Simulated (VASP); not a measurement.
# BiB in VASP 6.6.1, relaxation

INCAR

```
NSW = 40
LWAVE = .FALSE.
PREC = Accurate
LASPH = .TRUE.
ENCUT = 600
NELM = 120
ISMEAR = -1
SIGMA = 0.02
EDIFF = 1E-7
EDIFFG = -0.05
NBANDS = 16
LCHARG = .FALSE.
ISIF = 3
LREAL = .FALSE.
IBRION = 2
GGA = CA
```

KPOINTS

```
KPOINTS created by Atomic Simulation Environment
0
Gamma
8 8 8
0 0 0
```

POSCAR

```
B  Bi
 1.0000000000000000
     0.0000000000000000    2.7600269848436847    2.7600269848436843
     2.7600269848436843    0.0000000000000000    2.7600269848436843
     2.7600269848436843    2.7600269848436847    0.0000000000000000
 B   Bi
   1   1
Cartesian
  0.0000000000000000  0.0000000000000000  0.0000000000000000
  1.3800134924218421  1.3800134924218423  1.3800134924218421
```

The recommended LDA PAW datasets give the neutral cell 18 valence electrons.

Command

```
mpirun -np 1 vasp_std
```

Predict the outcome of this run.

It converged. Results: relaxed cell vector lengths 3.827, 3.827, 3.827 Å; relaxed cell volume 39.64 Å³.

OSZICAR

```
N       E                     dE             d eps       ncg     rms          rms(c)
DAV:   1     0.135380672695E+03    0.13538E+03   -0.10667E+04   928   0.146E+03
DAV:   2    -0.183245384238E+01   -0.13721E+03   -0.13251E+03   992   0.361E+02
DAV:   3    -0.109003472298E+02   -0.90679E+01   -0.90250E+01  1192   0.881E+01
DAV:   4    -0.111070256048E+02   -0.20668E+00   -0.20662E+00  1152   0.144E+01
DAV:   5    -0.111141413512E+02   -0.71157E-02   -0.71157E-02  1336   0.238E+00    0.367E+00
DAV:   6    -0.104297129580E+02    0.68443E+00   -0.13863E+00  1280   0.801E+00    0.129E+00
DAV:   7    -0.104024836616E+02    0.27229E-01   -0.16237E-01  1080   0.198E+00    0.666E-01
DAV:   8    -0.103933907356E+02    0.90929E-02   -0.19756E-02  1296   0.126E+00    0.103E-01
DAV:   9    -0.103930068088E+02    0.38393E-03   -0.20800E-03  1216   0.482E-01    0.455E-02
DAV:  10    -0.103930164400E+02   -0.96311E-05   -0.25005E-04  1216   0.150E-01    0.185E-02
...
       N       E                     dE             d eps       ncg     rms          rms(c)
DAV:   1    -0.105754099156E+02   -0.15519E+00   -0.35851E+00  1240   0.327E+01    0.197E+00
DAV:   2    -0.104518008211E+02    0.12361E+00   -0.21037E-01  1112   0.803E+00    0.819E-01
DAV:   3    -0.104288193687E+02    0.22981E-01   -0.84076E-02  1360   0.456E+00    0.815E-02
DAV:   4    -0.104289039406E+02   -0.84572E-04   -0.22322E-03  1056   0.423E-01    0.557E-02
DAV:   5    -0.104289731202E+02   -0.69180E-04   -0.54328E-04  1264   0.243E-01    0.218E-02
DAV:   6    -0.104289600352E+02    0.13085E-04   -0.46346E-05  1168   0.101E-01    0.102E-02
DAV:   7    -0.104289557522E+02    0.42831E-05   -0.20902E-05  1064   0.287E-02    0.114E-03
DAV:   8    -0.104289557966E+02   -0.44457E-07   -0.92303E-07  1104   0.811E-03
   3 F= -.10428956E+02 E0= -.10428956E+02  d E =-.359393E-01
```

```json
{"ionic step": "1", "ΔE (meV/atom)": "0.0", "volume (Å³)": "42.05", "largest force (eV/Å)": "0.000", "pressure (GPa)": "-4.52", "electronic steps": "13"}
{"ionic step": "2", "ΔE (meV/atom)": "-13.6", "volume (Å³)": "38.54", "largest force (eV/Å)": "0.000", "pressure (GPa)": "2.62", "electronic steps": "10"}
{"ionic step": "3", "ΔE (meV/atom)": "-18.0", "volume (Å³)": "39.64", "largest force (eV/Å)": "0.000", "pressure (GPa)": "-0.01", "electronic steps": "8"}
```

For comparison, a separate LDA relaxation on usual settings, not on those above, ends at 39.64 Å³.
